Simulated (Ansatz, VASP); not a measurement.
# Mo (Mo(111)): VASP beside Ansatz

One calculation is typed for both programs; each brings its own data sets. How far apart do they land? The cell is taken from a series of runs on this material, whose earlier steps may have relaxed, scaled, displaced or heated it; both programs get it as it stands.

Method: plane waves, with VASP 6.6.1 beside it; PBE, spin-orbit coupling, in Ansatz 0.2.0.

## Step 1: Starting point

The cell holds 11 atoms: 11 Mo. Cell: a = 4.455 Å, b = 4.455 Å, c = 27.093 Å, α = 90.0°, β = 90.0°, γ = 60.0°. Vacuum lies along c.

## Step 2: VASP: single point, PBE, spin-orbit coupling

A single point takes one fixed geometry, so differences don't come from the geometry; what else differs is listed under the comparison.

Lines of VASP's logs that name or quote its potential files are left out, and so is its time.

INCAR reads:

```
SYSTEM = Mo
PREC = Accurate
ENCUT = 400
EDIFF = 1E-06
NELM = 200
ISMEAR = -1
SIGMA = 0.1
LREAL = .FALSE.
ALGO = Normal
GGA = PE
LNONCOLLINEAR = .TRUE.
MAGMOM = 0 0 0 0 0 0 0 0 0 0 0 0 0 0 0 0 0 0 0 0 0 0 0 0 0 0 0 0 0 0 0 0 0
NBANDS = 190
GGA_COMPAT = .FALSE.
LASPH = .TRUE.
LSORBIT = .TRUE.
LMAXMIX = 4
LORBIT = 11
LWAVE = .FALSE.
LCHARG = .FALSE.
ISIF = 2
LDIPOL = .TRUE.
IDIPOL = 3
DIPOL = 0.5 0.5 0.5
LVHAR = .TRUE.
NELMDL = -8
KPAR = 2
```

POSCAR reads:

```
Mo
1.0
    4.4547727215      0.0000000000      0.0000000000
    2.2273863607      3.8579463449      0.0000000000
    0.0000000000      0.0000000000     27.0932667397
Mo
11
Direct
    0.6666666666      0.6666666667      0.3321858559
    1.0000000000      0.0000000001      0.3657486847
    0.3333333333      0.3333333334      0.3993115135
    0.6666666666      0.6666666667      0.4328743423
    1.0000000000      0.0000000001      0.4664371712
    0.3333333333      0.3333333334      0.5000000000
    0.6666666666      0.6666666667      0.5335628288
    1.0000000000      0.0000000001      0.5671256577
    0.3333333333      0.3333333334      0.6006884865
    0.6666666666      0.6666666667      0.6342513153
    1.0000000000      0.0000000001      0.6678141441
```

KPOINTS reads:

```
Automatic mesh
0
Gamma
11 11 1
0 0 0
```

Potentials, in the order of the species: Mo_sv (PBE family, release 64).

The run is started by

```console
$ mpirun -np 2 vasp_ncl
```

Numbers of over 12 decimals in the logs are rounded to 6 here.

What it wrote:

```text
[banner, memory and clock lines left out]
running    2 mpi-ranks, on    1 nodes
 distrk:  each k-point on    1 cores,    2 groups
 distr:  one band on    1 cores,    1 groups

 POSCAR found type information on POSCAR Mo
 POSCAR found :  1 types and      11 ions
 LDA part: xc-table for (Slater+PW92), standard interpolation
 POSCAR, INCAR and KPOINTS ok, starting setup
 FFT: planning ... GRIDC
 FFT: planning ... GRID_SOFT
 FFT: planning ... GRID
 WAVECAR not read
 entering main loop
       N       E                     dE             d eps       ncg     rms          rms(c)
DAV:   1     0.143296162700E+04    0.14330E+04   -0.89941E+04  8032   0.122E+03
DAV:   2    -0.655579528391E+02   -0.14985E+04   -0.14507E+04  6894   0.415E+02
DAV:   3    -0.122365681378E+03   -0.56808E+02   -0.54433E+02  8090   0.677E+01
DAV:   4    -0.124682569309E+03   -0.23169E+01   -0.22491E+01  7952   0.987E+00
DAV:   5    -0.124791153567E+03   -0.10858E+00   -0.10719E+00  8136   0.171E+00
DAV:   6    -0.124796432738E+03   -0.52792E-02   -0.52363E-02  7976   0.329E-01
DAV:   7    -0.124796861007E+03   -0.42827E-03   -0.42667E-03  7096   0.744E-02
DAV:   8    -0.124796885667E+03   -0.24660E-04   -0.24593E-04  6928   0.167E-02    0.426E+01
DAV:   9    -0.132918615756E+03   -0.81217E+01   -0.90131E+01  8098   0.325E+01    0.326E+01
DAV:  10    -0.144372974874E+03   -0.11454E+02   -0.23046E+02  8070   0.538E+01    0.333E+01
DAV:  11    -0.128633178406E+03    0.15740E+02   -0.16474E+02  7946   0.350E+01    0.260E+01
DAV:  12    -0.115137479875E+03    0.13496E+02   -0.42168E+01  7740   0.204E+01    0.966E+00
DAV:  13    -0.114994242046E+03    0.14324E+00   -0.40760E+00  8248   0.523E+00    0.813E+00
DAV:  14    -0.114923945435E+03    0.70297E-01   -0.24048E-01  8072   0.202E+00    0.697E+00
[...]
DAV:  29    -0.114434801828E+03   -0.19896E-04   -0.15019E-06  4856   0.379E-03    0.185E-03
DAV:  30    -0.114434813404E+03   -0.11576E-04   -0.13761E-06  4768   0.164E-03    0.766E-04
DAV:  31    -0.114434818733E+03   -0.53294E-05   -0.43926E-07  4488   0.124E-03    0.798E-04
DAV:  32    -0.114434824393E+03   -0.56599E-05   -0.24800E-07  4232   0.902E-04    0.102E-03
DAV:  33    -0.114434829652E+03   -0.52589E-05   -0.28552E-07  4328   0.134E-03    0.101E-03
DAV:  34    -0.114434832765E+03   -0.31132E-05   -0.10490E-07  4032   0.603E-04    0.462E-04
DAV:  35    -0.114434834673E+03   -0.19076E-05   -0.12295E-07  4232   0.548E-04    0.290E-04
DAV:  36    -0.114434835086E+03   -0.41381E-06   -0.20068E-08  3744   0.268E-04
   1 F= -.11443484E+03 E0= -.11426687E+03  d E =-.335930E+00  mag=    -0.0000    -0.0000     0.0000
```

From OUTCAR (step 2):

```text
ion  position               nearest neighbor table
   1  0.667  0.667  0.332-   4 2.73   2 2.73   2 2.73   2 2.73   3 3.15   3 3.15   3 3.15
   2  0.000  0.000  0.366-   3 2.73   1 2.73   1 2.73   3 2.73   3 2.73   1 2.73   5 2.73   4 3.15
                             4 3.15   4 3.15
   3  0.333  0.333  0.399-   2 2.73   4 2.73   4 2.73   2 2.73   4 2.73   2 2.73   6 2.73   1 3.15
                             1 3.15   1 3.15   5 3.15   5 3.15   5 3.15
   4  0.667  0.667  0.433-   1 2.73   3 2.73   3 2.73   3 2.73   5 2.73   5 2.73   7 2.73   5 2.73
                             2 3.15   2 3.15   2 3.15   6 3.15   6 3.15   6 3.15
   5  0.000  0.000  0.466-   6 2.73   6 2.73   6 2.73   4 2.73   4 2.73   2 2.73   8 2.73   4 2.73
                             7 3.15   7 3.15   7 3.15   3 3.15   3 3.15   3 3.15
   6  0.333  0.333  0.500-   5 2.73   7 2.73   7 2.73   5 2.73   7 2.73   5 2.73   3 2.73   9 2.73
                             8 3.15   4 3.15   4 3.15   8 3.15   4 3.15   8 3.15
   7  0.667  0.667  0.534-   6 2.73   6 2.73   6 2.73   8 2.73   8 2.73   4 2.73  10 2.73   8 2.73
                             5 3.15   5 3.15   5 3.15   9 3.15   9 3.15   9 3.15
   8  0.000  0.000  0.567-  11 2.73   9 2.73   9 2.73   9 2.73   7 2.73   7 2.73   5 2.73   7 2.73
                            10 3.15  10 3.15  10 3.15   6 3.15   6 3.15   6 3.15
   9  0.333  0.333  0.601-   8 2.73  10 2.73  10 2.73   8 2.73  10 2.73   8 2.73   6 2.73  11 3.15
                            11 3.15  11 3.15   7 3.15   7 3.15   7 3.15
  10  0.667  0.667  0.634-   9 2.73  11 2.73  11 2.73   9 2.73   9 2.73  11 2.73   7 2.73   8 3.15
                             8 3.15   8 3.15
  11  0.000  0.000  0.668-   8 2.73  10 2.73  10 2.73  10 2.73   9 3.15   9 3.15   9 3.15

  LATTYP: Found a hexagonal cell.
 ALAT       =     4.4547727215
 C/A-ratio  =     6.0818516305

 Subroutine GETGRP returns: Found 12 space group operations
 (whereof  6 operations were pure point group operations)

The static configuration has the point symmetry C_3v.
 The point group associated with its full space group is D_3d.

 Found     16 irreducible k-points:

   k-points           NKPTS =     16   k-points in BZ     NKDIM =     16   number of bands    NBANDS=    190

   dimension x,y,z NGX =    30 NGY =   30 NGZ =  180
   dimension x,y,z NGXF=    60 NGYF=   60 NGZF=  360

   ENCUT  =  400.0 eV  29.40 Ry    5.42 a.u.   7.26  7.26 44.18*2*pi/ulx,y,z

   NELECT =     154.0000    total number of electrons

 k-points in reciprocal lattice and weights: Automatic mesh
   0.00000000  0.00000000  0.00000000       0.008
   0.09090909 -0.00000000  0.00000000       0.050
   0.18181818 -0.00000000  0.00000000       0.050
   0.27272727 -0.00000000  0.00000000       0.050
   0.36363636 -0.00000000  0.00000000       0.050
   0.45454545 -0.00000000  0.00000000       0.050
   0.18181818  0.09090909  0.00000000       0.050
   0.27272727  0.09090909  0.00000000       0.099
   0.36363636  0.09090909  0.00000000       0.099
[...]
-0.45454545  0.27272727  0.00000000       0.050
  -0.36363636  0.27272727  0.00000000       0.050

 dipolmoment           0.000000      0.000000      0.000000 electrons x Angstroem

 average (electrostatic) potential at core
       1 -79.2195       2 -79.2867       3 -79.4909       4 -79.4484       5 -79.4948
       6 -79.3695       7 -79.4948       8 -79.4484       9 -79.4909      10 -79.2867
      11 -79.2195

 E-fermi :   2.3322

 k-point     1 :       0.0000    0.0000    0.0000
  band No.  band energies     occupation
    ...
    150       1.1371      0.99999
    151       1.3762      0.99993
    152       1.3762      0.99993
    153       1.7972      0.99528
    154       1.7972      0.99528
    155       2.5079      0.14726
    156       2.5079      0.14726
    157       2.7765      0.01162
    158       2.7765      0.01162
    159       3.4835      0.00001
    ...

 k-point     2 :       0.0909   -0.0000    0.0000
  band No.  band energies     occupation
    ...
    150       1.2310      0.99998
    151       1.4014      0.99991
    152       1.4014      0.99991
    153       1.8443      0.99245
    154       1.8443      0.99245
    155       2.5325      0.11887
    156       2.5325      0.11887
    157       2.7787      0.01138
    158       2.7787      0.01138
    159       3.4220      0.00002
    ...

 k-point     3 :       0.1818   -0.0000    0.0000
  band No.  band energies     occupation
    ...
    150       1.5152      0.99972
    151       1.6821      0.99850
    152       1.6821      0.99850
    153       2.0197      0.95792
    154       2.0197      0.95792
    155       2.6149      0.05590
    156       2.6149      0.05590
    157       2.7380      0.01699
    158       2.7380      0.01699
    159       3.0116      0.00112
    ...

  Total      -10.4351955    -10.4351955     -8.0659185      0.0000000      0.0000000     -0.0000000
  in kB      -35.9060859    -35.9060859    -27.7537266      0.0000000      0.0000000     -0.0000000
  external PRESSURE =     -33.1886328 kB  Pullay stress =       0.0000000 kB

  energy-cutoff  :      400.00
  volume of cell :      465.63
      direct lattice vectors                 reciprocal lattice vectors
     4.454772722  0.000000000  0.000000000     0.224478343 -0.129602632  0.000000000
     2.227386361  3.857946345  0.000000000     0.000000000  0.259205264  0.000000000
     0.000000000  0.000000000 27.093266740     0.000000000  0.000000000  0.036909540

 POSITION                                       TOTAL-FORCE (eV/Angst)
 -----------------------------------------------------------------------------------
      4.45477      2.57196      9.00000        -0.000000      0.000000      1.948539
      0.00000      0.00000      9.90933        -0.000000      0.000000     -0.002892
      2.22739      1.28598     10.81865        -0.000000     -0.000000     -1.152514
      4.45477      2.57196     11.72798         0.000000      0.000000     -1.066353
      0.00000      0.00000     12.63731        -0.000000     -0.000000     -0.325764
      2.22739      1.28598     13.54663        -0.000000      0.000000      0.000000
      4.45477      2.57196     14.45596         0.000000      0.000000      0.325764
      0.00000      0.00000     15.36529        -0.000000      0.000000      1.066353
      2.22739      1.28598     16.27461        -0.000000      0.000000      1.152514
      4.45477      2.57196     17.18394         0.000000      0.000000      0.002892
      0.00000      0.00000     18.09327         0.000000      0.000000     -1.948539
 -----------------------------------------------------------------------------------
    total drift:                                0.000002     -0.000001      0.000001

  FREE ENERGIE OF THE ION-ELECTRON SYSTEM (eV)
  ---------------------------------------------------
  free  energy   TOTEN  =      -114.4348350865 eV

  energy  without entropy=     -114.0989051649  energy(sigma->0) =     -114.26687013

 vacuum level on the upper side and lower side of the slab         6.044         6.044

 Spin-Orbit-Coupling matrix elements
 Ion:    1  E_soc:     -0.2160702
 Ion:    2  E_soc:     -0.2095326
 Ion:    3  E_soc:     -0.2082957
 Ion:    4  E_soc:     -0.2057032
 Ion:    5  E_soc:     -0.2049267
 Ion:    6  E_soc:     -0.2052437
 Ion:    7  E_soc:     -0.2049267
 Ion:    8  E_soc:     -0.2057032
 Ion:    9  E_soc:     -0.2082957
 Ion:   10  E_soc:     -0.2095326
 Ion:   11  E_soc:     -0.2160702

 total charge
# of ion       s       p       d       tot
------------------------------------------
    1        2.338   6.049   3.935  12.322
    2        2.388   6.158   3.892  12.438
    3        2.368   6.178   3.870  12.416
    4        2.377   6.206   3.909  12.492
    5        2.383   6.211   3.898  12.493
    6        2.378   6.212   3.920  12.509
    7        2.383   6.211   3.898  12.493
    8        2.377   6.206   3.909  12.492
    9        2.368   6.178   3.870  12.416
   10        2.388   6.158   3.892  12.438
   11        2.338   6.049   3.935  12.322
--------------------------------------------------
tot         26.086  67.814  42.929 136.829

 magnetization (x)
# of ion       s       p       d       tot
------------------------------------------
    1        0.000  -0.000  -0.000  -0.000
    2       -0.000  -0.000   0.000   0.000
    3        0.000   0.000   0.000   0.000
    4        0.000   0.000   0.000   0.000
    5        0.000   0.000   0.000   0.000
    6       -0.000   0.000   0.000   0.000
    7        0.000   0.000   0.000   0.000
    8        0.000   0.000   0.000   0.000
    9        0.000   0.000   0.000   0.000
   10       -0.000  -0.000   0.000   0.000
   11        0.000  -0.000  -0.000  -0.000
--------------------------------------------------
tot         -0.000  -0.000  -0.000  -0.000

 magnetization (y)
# of ion       s       p       d       tot
------------------------------------------
    1        0.000   0.000   0.000   0.000
    2        0.000   0.000   0.000   0.000
    3        0.000   0.000   0.000   0.000
    4        0.000   0.000   0.000   0.000
    5       -0.000  -0.000   0.000  -0.000
    6        0.000   0.000   0.000   0.000
    7       -0.000  -0.000   0.000  -0.000
    8        0.000   0.000   0.000   0.000
    9        0.000   0.000   0.000   0.000
   10        0.000   0.000   0.000   0.000
   11        0.000   0.000   0.000   0.000
--------------------------------------------------
tot         -0.000   0.000   0.000   0.000

 magnetization (z)
# of ion       s       p       d       tot
------------------------------------------
    1       -0.000   0.000   0.000   0.000
    2       -0.000   0.000  -0.000  -0.000
    3       -0.000   0.000   0.000   0.000
    4        0.000   0.000  -0.000  -0.000
    5       -0.000   0.000   0.000   0.000
    6       -0.000   0.000   0.000  -0.000
    7       -0.000  -0.000  -0.000  -0.000
    8       -0.000   0.000  -0.000  -0.000
    9        0.000   0.000   0.000   0.000
   10        0.000   0.000  -0.000   0.000
   11        0.000  -0.000  -0.000  -0.000
--------------------------------------------------
tot         -0.000   0.000   0.000   0.000

[... 3 further parts left out ...]
```

[end of part 1 of 2]

[Lines on the potential files, build, host, timing and source positions are cut from VASP's logs without a mark.]

[Logs are printed without paths, hosts, clocks, repeated set-up lines and the standing remarks that a program may print on its own settings, such as how far it seeks lower states.]

[Hosts, paths, dates, database ids (printed as entryN), source tags and the programs' standing remarks are cut or masked in the printed files.]
